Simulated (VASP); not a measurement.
# A VASP study of V3Sb2 (LDA): structure first, properties next, part 5 of 8

Wanted: the relaxed cell of V3Sb2 and its properties. The start is a computed cell from the Materials Project.

VASP 6.6.1; LDA, spin-polarised from a ferromagnetic start; plane waves and PAW (V_sv, Sb).

So far. Step 5 (Band structure (LDA)): There is no gap at this level. Step 6 (Total and projected DOS (LDA)): The finer mesh and the other smearing move the Fermi level by -0.01 eV from the 6×6×6 run, a small shift, which tests the Fermi level alone. Of the states within 0.3 eV of the Fermi level, the largest shares in the PAW spheres are V d 75 %. The rest lies in smaller channels or between the spheres.

## 7. Vibrations at Γ (LDA) (continued)

OUTCAR, selected parts (step 7):

```text
   k-points           NKPTS =     44   k-points in BZ     NKDIM =     44   number of bands    NBANDS=     72

   NELECT =      98.0000    total number of electrons

  Total       -0.0893148     -0.0893148      0.0171135      0.0000000     -0.0000000      0.0000000
  in kB       -0.8505286     -0.8505286      0.1629689      0.0000000     -0.0000000      0.0000000
  external PRESSURE =      -0.5126961 kB  Pullay stress =       0.0000000 kB

 POSITION                                       TOTAL-FORCE (eV/Angst)
 -----------------------------------------------------------------------------------
     -1.42182     -2.29611      2.20975        -0.001918      0.001107     -0.001240
     -2.69940     -0.08328      2.20975        -0.000000     -0.002214     -0.001240
      1.42182     -2.29611      2.20975         0.001918      0.001107     -0.001240
     -1.42182     -0.82089      4.45555        -0.001918     -0.001107      0.001240
      1.42182     -0.82089      4.45555         0.001918     -0.001107      0.001240
      2.69940     -3.03372      4.45555        -0.000000      0.002214      0.001240
     -0.00000     -0.00000      2.19525        -0.000000     -0.000000      0.003300
      0.00000     -3.11700      4.47005        -0.000000      0.000000     -0.003300
      0.00000     -0.00000      6.61718         0.000000      0.000000     -0.003639
     -0.00000     -3.11700      0.04813        -0.000000     -0.000000      0.003639
 -----------------------------------------------------------------------------------
    total drift:                               -0.000000     -0.000000     -0.000000

 Eigenvectors and eigenvalues of the dynamical matrix
 ----------------------------------------------------

   1 f  =    8.910431 THz    55.985887 2PiTHz  297.219976 cm-1    36.850564 meV
             X         Y         Z           dx          dy          dz
     -1.421819 -2.296112  2.209750    -0.261247   -0.329760    0.014799
     -2.699400 -0.083276  2.209750    -0.000001    0.122734   -0.029598
      1.421819 -2.296112  2.209750     0.261247   -0.329759    0.014799
     -1.421819 -0.820888  4.455553     0.261247   -0.329759    0.014799
      1.421819 -0.820888  4.455553    -0.261247   -0.329760    0.014799
      2.699400 -3.033723  4.455553    -0.000001    0.122734   -0.029598
     -0.000000 -0.000000  2.195249     0.000001    0.359836   -0.000000
      0.000000 -3.116999  4.470054     0.000001    0.359836   -0.000000
      0.000000 -0.000000  6.617177    -0.000000   -0.012556   -0.000000
     -0.000000 -3.116999  0.048125    -0.000000   -0.012556   -0.000000

   2 f  =    8.910431 THz    55.985887 2PiTHz  297.219976 cm-1    36.850564 meV
             X         Y         Z           dx          dy          dz
     -1.421819 -2.296112  2.209750    -0.028097   -0.261246   -0.025633
     -2.699400 -0.083276  2.209750    -0.480591   -0.000000    0.000000
      1.421819 -2.296112  2.209750    -0.028098    0.261248    0.025633
     -1.421819 -0.820888  4.455553    -0.028098    0.261248    0.025633
      1.421819 -0.820888  4.455553    -0.028097   -0.261246   -0.025633
      2.699400 -3.033723  4.455553    -0.480591   -0.000000    0.000000
     -0.000000 -0.000000  2.195249     0.359836   -0.000001   -0.000000
      0.000000 -3.116999  4.470054     0.359836   -0.000001   -0.000000
      0.000000 -0.000000  6.617177    -0.012556    0.000000    0.000000
     -0.000000 -3.116999  0.048125    -0.012556    0.000000   -0.000000

   3 f  =    8.806092 THz    55.330309 2PiTHz  293.739616 cm-1    36.419054 meV
             X         Y         Z           dx          dy          dz
     -1.421819 -2.296112  2.209750     0.260484    0.290101    0.049203
     -2.699400 -0.083276  2.209750     0.000002   -0.161072   -0.098407
      1.421819 -2.296112  2.209750    -0.260484    0.290098    0.049204
     -1.421819 -0.820888  4.455553     0.260484   -0.290098   -0.049204
      1.421819 -0.820888  4.455553    -0.260484   -0.290101   -0.049203
[...]
-2.699400 -0.083276  2.209750     0.408248    0.000000    0.000000
      1.421819 -2.296112  2.209750    -0.204124    0.353553   -0.000000
     -1.421819 -0.820888  4.455553    -0.204124    0.353553   -0.000000
      1.421819 -0.820888  4.455553    -0.204124   -0.353553    0.000000
      2.699400 -3.033723  4.455553     0.408248    0.000000    0.000000
     -0.000000 -0.000000  2.195249    -0.000000    0.000000   -0.000000
      0.000000 -3.116999  4.470054    -0.000000   -0.000000    0.000000
      0.000000 -0.000000  6.617177    -0.000000   -0.000000   -0.000000
     -0.000000 -3.116999  0.048125    -0.000000   -0.000000   -0.000000

   7 f  =    8.083604 THz    50.790785 2PiTHz  269.640020 cm-1    33.431087 meV
             X         Y         Z           dx          dy          dz
     -1.421819 -2.296112  2.209750    -0.106856    0.083201   -0.476292
     -2.699400 -0.083276  2.209750     0.037255    0.000003    0.000012
      1.421819 -2.296112  2.209750    -0.106852   -0.083201    0.476280
     -1.421819 -0.820888  4.455553    -0.106852   -0.083201    0.476280
      1.421819 -0.820888  4.455553    -0.106856    0.083201   -0.476292
      2.699400 -3.033723  4.455553     0.037255    0.000003    0.000012
     -0.000000 -0.000000  2.195249     0.086933   -0.000002    0.000000
      0.000000 -3.116999  4.470054     0.086933   -0.000002   -0.000000
      0.000000 -0.000000  6.617177     0.026037   -0.000001    0.000000
     -0.000000 -3.116999  0.048125     0.026037   -0.000001   -0.000000

   8 f  =    8.083604 THz    50.790785 2PiTHz  269.640020 cm-1    33.431087 meV
             X         Y         Z           dx          dy          dz
     -1.421819 -2.296112  2.209750    -0.083199    0.010780   -0.274973
     -2.699400 -0.083276  2.209750    -0.000001    0.154890    0.549968
      1.421819 -2.296112  2.209750     0.083203    0.010783   -0.274994
     -1.421819 -0.820888  4.455553     0.083203    0.010783   -0.274994
      1.421819 -0.820888  4.455553    -0.083199    0.010780   -0.274973
      2.699400 -3.033723  4.455553    -0.000001    0.154890    0.549968
     -0.000000 -0.000000  2.195249    -0.000002   -0.086933   -0.000000
      0.000000 -3.116999  4.470054    -0.000002   -0.086933   -0.000000
      0.000000 -0.000000  6.617177    -0.000001   -0.026037   -0.000000
     -0.000000 -3.116999  0.048125    -0.000001   -0.026037   -0.000000

   9 f  =    7.985712 THz    50.175708 2PiTHz  266.374677 cm-1    33.026236 meV
             X         Y         Z           dx          dy          dz
     -1.421819 -2.296112  2.209750    -0.293464    0.169432   -0.018075
     -2.699400 -0.083276  2.209750    -0.000000   -0.338863   -0.018075
      1.421819 -2.296112  2.209750     0.293464    0.169432   -0.018075
     -1.421819 -0.820888  4.455553    -0.293464   -0.169432    0.018075
      1.421819 -0.820888  4.455553     0.293464   -0.169432    0.018075
      2.699400 -3.033723  4.455553     0.000000    0.338863    0.018075
     -0.000000 -0.000000  2.195249    -0.000000    0.000000   -0.080640
      0.000000 -3.116999  4.470054    -0.000000   -0.000000    0.080640
      0.000000 -0.000000  6.617177     0.000000   -0.000000    0.384750
     -0.000000 -3.116999  0.048125    -0.000000    0.000000   -0.384750
    [... 271 further lines ...]
      0.000000 -0.000000  6.617177    -0.000000   -0.000000   -0.391879
     -0.000000 -3.116999  0.048125    -0.000000   -0.000000   -0.391879

 ELASTIC MODULI CONTR FROM IONIC RELAXATION (kBar)
 Direction    XX          YY          ZZ          XY          YZ          ZX
 --------------------------------------------------------------------------------
 XX        -431.5697     77.6395   -261.8387     -0.0000   -290.3642     -0.0000
 YY          77.6395   -431.5697   -261.8387      0.0000    290.3642      0.0000
 ZZ        -261.8387   -261.8387   -826.9654     -0.0000      0.0000     -0.0000
 XY          -0.0000      0.0000     -0.0000   -254.6059     -0.0000   -282.0339
 YZ        -290.3642    290.3642      0.0000     -0.0000   -637.2379     -0.0000
 ZX          -0.0000      0.0000     -0.0000   -282.0339     -0.0000   -571.0284
 --------------------------------------------------------------------------------

 magnetization (x)
# of ion       s       p       d       tot
------------------------------------------
    1        0.000  -0.000  -0.000  -0.000
    2        0.000  -0.000  -0.000  -0.000
    3        0.000  -0.000  -0.000  -0.000
    4        0.000  -0.000  -0.000  -0.000
    5        0.000  -0.000  -0.000  -0.000
    6        0.000  -0.000  -0.000  -0.000
    7        0.000  -0.000  -0.000  -0.000
    8        0.000  -0.000  -0.000  -0.000
    9       -0.000  -0.000  -0.000  -0.000
   10       -0.000  -0.000  -0.000  -0.000
--------------------------------------------------
tot          0.000  -0.000  -0.000  -0.000

[... 6 parts as in an earlier step ...]

[... 4 further parts left out ...]
```

Energies printed during the response cycles are not total energies of the cell.

This step gave:

```
bands                     : 72
irreducible k-points      : 44
pressure of the cell      : -0.05127 GPa
largest force of the cell : 0.003639 eV/Å
Fermi energy              : 10.47 eV
```

The modes at Γ (shares of kinetic energy by element, %):

| mode | frequency (cm⁻¹) | symmetry | V % | Sb % |
| --- | --- | --- | --- | --- |
| 1 | -0.5 | acoustic | 39 | 61 |
| 2 | -0.3 | acoustic | 39 | 61 |
| 3 | -0.3 | acoustic | 39 | 61 |
| 4 | 60.4 | Eg | 47 | 53 |
| 5 | 60.4 | Eg | 47 | 53 |
| 6 | 94.7 | A1g | 12 | 88 |
| 7 | 112.6 | Eu | 11 | 89 |
| 8 | 112.6 | Eu | 11 | 89 |
| 9 | 133.3 | Eg | 16 | 84 |
| 10 | 133.3 | Eg | 16 | 84 |
| 11 | 138.9 | A2u | 16 | 84 |
| 12 | 157.9 | A1g | 24 | 76 |
| 13 | 176.0 | Eg | 80 | 20 |
| 14 | 176.0 | Eg | 80 | 20 |
| 15 | 185.6 | Eu | 78 | 22 |
| 16 | 185.6 | Eu | 78 | 22 |
| 17 | 211.3 | A2u | 76 | 24 |
| 18 | 248.3 | A2g | 100 | 0 |
| 19 | 253.1 | Eg | 89 | 11 |
| 20 | 253.1 | Eg | 89 | 11 |
| 21 | 259.9 | A2u | 69 | 31 |
| 22 | 266.4 | A1g | 69 | 31 |
| 23 | 269.6 | Eu | 98 | 2 |
| 24 | 269.6 | Eu | 98 | 2 |
| 25 | 273.9 | A1u | 100 | 0 |
| 26 | 276.9 | A1g | 95 | 5 |
| 27 | 293.7 | Eg | 69 | 31 |
| 28 | 293.7 | Eg | 69 | 31 |
| 29 | 297.2 | Eu | 74 | 26 |
| 30 | 297.2 | Eu | 74 | 26 |

Displacements in mode 4 (60.4 cm⁻¹), the largest set to 1:
```
V1  -0.65 -0.20  0.48
V2  -1.00  0.00  0.00
V3  -0.65  0.20 -0.48
V4   0.65 -0.20  0.48
V5   0.65  0.20 -0.48
V6   1.00  0.00  0.00
Sb7 -0.98  0.00  0.00
Sb8  0.98  0.00  0.00
Sb9  0.41  0.00  0.00
Sb10-0.41  0.00  0.00
```

Displacements in mode 9 (133.3 cm⁻¹), the largest set to 1:
```
V1   0.04 -0.22 -0.39
V2  -0.34  0.00  0.00
V3   0.04  0.22  0.39
V4  -0.04 -0.22 -0.39
V5  -0.04  0.22  0.39
V6   0.34  0.00  0.00
Sb7 -0.41  0.00  0.00
Sb8  0.41  0.00  0.00
Sb9 -1.00  0.00  0.00
Sb10 1.00  0.00  0.00
```

The three acoustic modes lie within 0.5 cm⁻¹ of zero, and all others are real. By the characters of their eigenvectors the optical modes sort into (cm⁻¹) Raman active: Eg 60, A1g 95, Eg 133, A1g 158, Eg 176, Eg 253, A1g 266, A1g 277, Eg 294; infrared active: Eu 113, A2u 139, Eu 186, A2u 211, A2u 260, Eu 270, Eu 297; silent: A2g 248, A1u 274. With a centre of inversion no mode is active in both.

## 8. Volume scan with LDA, volume scale 0.94

An equation of state needs energies on both sides of the minimum, all on one mesh and cutoff.

INCAR reads:

```
SYSTEM = V3Sb2
PREC = Accurate
ENCUT = 400
EDIFF = 1E-06
NELM = 100
ISMEAR = 1
SIGMA = 0.2
LREAL = .FALSE.
ALGO = Normal
GGA = CA
NBANDS = 72
ISPIN = 2
MAGMOM = 2 2 2 2 2 2 0 0 0 0
LASPH = .TRUE.
LMAXMIX = 4
LORBIT = 11
LWAVE = .FALSE.
LCHARG = .FALSE.
KPAR = 8
ISIF = 2
```

POSCAR reads:

```
V3Sb2
1.0
   -5.2885904537      0.0000000000      0.0000000000
    2.6442952269     -4.5800536832      0.0000000000
    2.6442952269      1.5266845610      6.5292380252
V Sb
6 4
Direct
    0.7299257439      0.6016045548      0.3315302987
    0.7299257439      0.1283211891      0.3315302987
    0.2032091096      0.6016045548      0.3315302987
    0.7967908904      0.3983954452      0.6684697013
    0.2700742561      0.3983954452      0.6684697013
    0.2700742561      0.8716788109      0.6684697013
    0.2195697718      0.1097848859      0.3293546577
    0.7804302282      0.8902151141      0.6706453423
    0.6618531400      0.3309265700      0.9927797100
    0.3381468600      0.6690734300      0.0072202900
```

KPOINTS reads:

```
Automatic mesh
0
Gamma
6 6 6
0 0 0
```

The projector-augmented-wave data sets are V_sv and Sb (LDA family, release 64).

The run is started by

```
$ mpirun -np 8 vasp_std
```

The program printed:

```text
[... set-up lines as in an earlier step ...]
 entering main loop
       N       E                     dE             d eps       ncg     rms          rms(c)
DAV:   1     0.123696069994E+04    0.12370E+04   -0.46468E+04  9968   0.117E+03
DAV:   2    -0.130386009872E+02   -0.12500E+04   -0.11987E+04  9768   0.433E+02
DAV:   3    -0.825610671045E+02   -0.69522E+02   -0.66679E+02 10776   0.114E+02
DAV:   4    -0.843646753915E+02   -0.18036E+01   -0.17960E+01 10608   0.184E+01
DAV:   5    -0.843905345612E+02   -0.25859E-01   -0.25855E-01 10536   0.247E+00    0.552E+01
DAV:   6    -0.806143965338E+02    0.37761E+01   -0.33245E+01 10120   0.304E+01    0.145E+01
DAV:   7    -0.806073472084E+02    0.70493E-02   -0.43125E+00 10168   0.111E+01    0.137E+01
DAV:   8    -0.804421541939E+02    0.16519E+00   -0.84192E-01 10232   0.477E+00    0.380E+00
DAV:   9    -0.804145134702E+02    0.27641E-01   -0.12438E-01 10904   0.154E+00    0.102E+00
DAV:  10    -0.804102340478E+02    0.42794E-02   -0.22088E-02 10096   0.886E-01    0.579E-01
DAV:  11    -0.804094388170E+02    0.79523E-03   -0.17704E-03 10768   0.209E-01    0.115E-01
DAV:  12    -0.804094005703E+02    0.38247E-04   -0.28556E-04 10392   0.776E-02    0.571E-02
DAV:  13    -0.804093981675E+02    0.24028E-05   -0.54116E-05 10072   0.377E-02    0.310E-02
DAV:  14    -0.804093996367E+02   -0.14692E-05   -0.47647E-06  8536   0.911E-03    0.845E-03
DAV:  15    -0.804093995749E+02    0.61860E-07   -0.90358E-07  6128   0.540E-03
   1 F= -.80409400E+02 E0= -.80399799E+02  d E =-.288007E-01  mag=    -0.0002
```

It took 51 s on 8 MPI ranks of AMD EPYC 9R45, shared host; peak memory 3.5 GiB.

OUTCAR, selected parts (step 8):

```text
   ENCUT  =  400.0 eV  29.40 Ry    5.42 a.u.   8.62  8.62 11.75*2*pi/ulx,y,z

   NELECT =      98.0000    total number of electrons

 E-fermi :  11.3438

 spin component 1
 k-point     1 :       0.0000    0.0000    0.0000
  band No.  band energies     occupation
    ...
     45      10.0040      1.00000
     46      10.3205      1.00000
     47      10.5415      1.00000
     48      10.5415      1.00000
     49      10.8267      1.00078
     50      11.8797     -0.00050
     51      12.4804     -0.00000
     52      12.4804     -0.00000
     53      12.6453     -0.00000
     54      12.6453     -0.00000
    ...

 k-point     2 :       0.1667    0.0000    0.0000
  band No.  band energies     occupation
    ...
     45      10.0179      1.00000
     46      10.1410      1.00000
     47      10.6190      1.00000
     48      10.7331      1.00007
     49      11.2067      0.95465
     50      11.7870     -0.00374
     51      12.2513     -0.00000
     52      12.4640     -0.00000
     53      12.5646     -0.00000
     54      12.6677     -0.00000
    ...

  Total       11.1427962     11.1427962     10.8040196     -0.0000000     -0.0000000      0.0000000
  in kB      112.8838368    112.8838368    109.4518083     -0.0000000     -0.0000000      0.0000000
  external PRESSURE =     111.7398273 kB  Pullay stress =       0.0000000 kB

 POSITION                                       TOTAL-FORCE (eV/Angst)
 -----------------------------------------------------------------------------------
     -1.39279     -2.24924      2.16464         0.154513     -0.089208     -0.052988
     -2.64430     -0.08158      2.16464        -0.000000      0.178416     -0.052988
      1.39279     -2.24924      2.16464        -0.154513     -0.089208     -0.052988
     -1.39279     -0.80413      4.36460         0.154513      0.089208      0.052988
      1.39279     -0.80413      4.36460        -0.154513      0.089208      0.052988
      2.64430     -2.97179      4.36460         0.000000     -0.178416      0.052988
      0.00000     -0.00000      2.15043        -0.000000      0.000000     -0.453661
      0.00000     -3.05337      4.37880         0.000000     -0.000000      0.453661
      0.00000     -0.00000      6.48210        -0.000000      0.000000     -0.071454
      0.00000     -3.05337      0.04714         0.000000     -0.000000      0.071454
 -----------------------------------------------------------------------------------
    total drift:                               -0.000000     -0.000000     -0.000000

  FREE ENERGIE OF THE ION-ELECTRON SYSTEM (eV)
  ---------------------------------------------------
  free  energy   TOTEN  =       -80.4093995749 eV

  energy  without entropy=      -80.3805989018  energy(sigma->0) =      -80.39979935

 magnetization (x)
# of ion       s       p       d       tot
------------------------------------------
    1       -0.000  -0.000  -0.000  -0.000
    2       -0.000  -0.000  -0.000  -0.000
    3       -0.000  -0.000  -0.000  -0.000
    4       -0.000  -0.000  -0.000  -0.000
    5       -0.000  -0.000  -0.000  -0.000
    6       -0.000  -0.000  -0.000  -0.000
    7        0.000  -0.000  -0.000  -0.000
    8        0.000  -0.000  -0.000  -0.000
    9        0.000   0.000  -0.000   0.000
   10        0.000   0.000  -0.000   0.000
--------------------------------------------------
tot          0.000  -0.000  -0.001  -0.001

[... 3 parts as in an earlier step ...]

[... 18 further parts left out ...]
```

The scan keeps the cell's shape and the fractional positions fixed.

Numbers from this step:

| Quantity | Value |
| --- | --- |
| irreducible k-points | 32 |
| free energy (TOTEN) | -80.4094 eV |
| energy at zero smearing | -80.3998 eV |
| Fermi energy | 11.34 eV |
| pressure | 11.17 GPa |

Force by atom:

| atom | x (eV/Å) | y (eV/Å) | z (eV/Å) | size |
| --- | --- | --- | --- | --- |
| V1 | 0.155 | -0.089 | -0.053 | 0.186 |
| V2 | 0.000 | 0.178 | -0.053 | 0.186 |
| V3 | -0.155 | -0.089 | -0.053 | 0.186 |
| V4 | 0.155 | 0.089 | 0.053 | 0.186 |
| V5 | -0.155 | 0.089 | 0.053 | 0.186 |
| V6 | 0.000 | -0.178 | 0.053 | 0.186 |
| Sb7 | 0.000 | 0.000 | -0.454 | 0.454 |
| Sb8 | 0.000 | 0.000 | 0.454 | 0.454 |
| Sb9 | 0.000 | 0.000 | -0.071 | 0.071 |
| Sb10 | 0.000 | 0.000 | 0.071 | 0.071 |

The pressure here is 11.17 GPa.

(Part 5 of 8 ends here.)

[Lines on the potential files, build, host, timing and source positions are cut from VASP's logs without a mark.]

[Logs are printed without paths, hosts, clocks, repeated set-up lines and the standing remarks that a program may print on its own settings, such as how far it seeks lower states.]

[Hosts, paths, dates, database ids (printed as entryN), source tags and the programs' standing remarks are cut or masked in the printed files.]

[A measured line is paired with the nearest computed mode of its activity, which favours agreement.]

[In band tables of VASP the shares of atoms and orbitals are scaled to a sum of 1 inside the atoms' spheres.]
